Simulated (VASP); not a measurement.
VASP input:

### KPOINTS
```
Automatic mesh
0
Gamma
4 4 8
0 0 0
```

**POSCAR**
```
Zn4S3Te
1.0
  0.0000241882   5.5483368825   5.5280370693
  5.5483368825   0.0000241882   5.5280370693
  2.7741805354   2.7741805354   0.0000000000
Zn Te S
4 1 3
Cartesian
  5.5483610710   5.5483610710  10.8603656746
  5.6453892709   8.2255134060   8.3800880249
  8.2255134060   5.6453892709   8.3800880249
  5.5483610707   5.5483610707   5.5429525834
  1.3870902677   1.3870902677   1.3991827557
  4.1513128530   1.3970482183   4.1424293213
  1.3970482183   4.1513128530   4.1424293213
  4.1612708030   4.1612708030   6.9047979187
```

**INCAR**
```
! general
SYSTEM  = Zn4S3Te
PREC    = Accurate
ENCUT   = 400   ! plane-wave cut-off (eV)
LREAL   = F
LASPH   = T

! electronic loop
EDIFF   = 1E-7   ! SCF stop (eV)
NELM    = 100
ALGO    = Normal   ! blocked Davidson
LMAXMIX = 4

! smearing
ISMEAR  = -5   ! tetrahedra, Bloechl

! functional
GGA     = PS   ! PBEsol

! ions
ISIF    = 2

! output
LWAVE   = F
LCHARG  = T
LORBIT  = 11
NEDOS   = 601   ! DOS grid

! other
LEFG    = T
```

POTCAR, in this order: Zn Te S (PBE.64 set). Program: vasp_std.

Task: Write an equivalent input for Ansatz.

Result: One equivalent input (not run):
Ansatz 0.2 input:
```yaml
crystal:
  lattice:
    - [0.0000242, 5.5483369, 5.5280371]
    - [5.5483369, 0.0000242, 5.5280371]
    - [2.7741805, 2.7741805, 0.0000000]
  atoms:
    - { symbol: Zn, position: [0.9822986, 0.9822986, 0.0354029] }
    - { symbol: Zn, position: [0.9904767, 0.5254481, 0.9840753] }
    - { symbol: Zn, position: [0.5254481, 0.9904767, 0.9840753] }
    - { symbol: Zn, position: [0.5013491, 0.5013491, 0.9973018] }
    - { symbol: Te, position: [0.1265533, 0.1265533, 0.2468934] }
    - { symbol: S, position: [0.1264671, 0.6228819, 0.2506510] }
    - { symbol: S, position: [0.6228819, 0.1264671, 0.2506510] }
    - { symbol: S, position: [0.6245253, 0.6245253, 0.2509494] }
kpoints:
  mp_grid: { grid: [4, 4, 8] }
hamiltonian:
  xc: pbesol
  pseudopotentials: { kind: paw }
scf:
  occupations: { method: tetrahedron }
  max_iter: 100
output: { forces: true, stress: true, eigenvalues: true }
```
What does not carry over: each code has its own PAW files, so the cut-off isn't converted (ENCUT is set for VASP's; basis.ecutwfc is left out, and Ansatz then takes the one that its files recommend); Ansatz stops its SCF on the density residual and VASP on the energy change (EDIFF); the field gradients of LEFG aren't asked of the other code.

The structure was generated: Zn4S3Te was put into an ordered model structure (Amm2), which need not be its known phase. It was relaxed first.
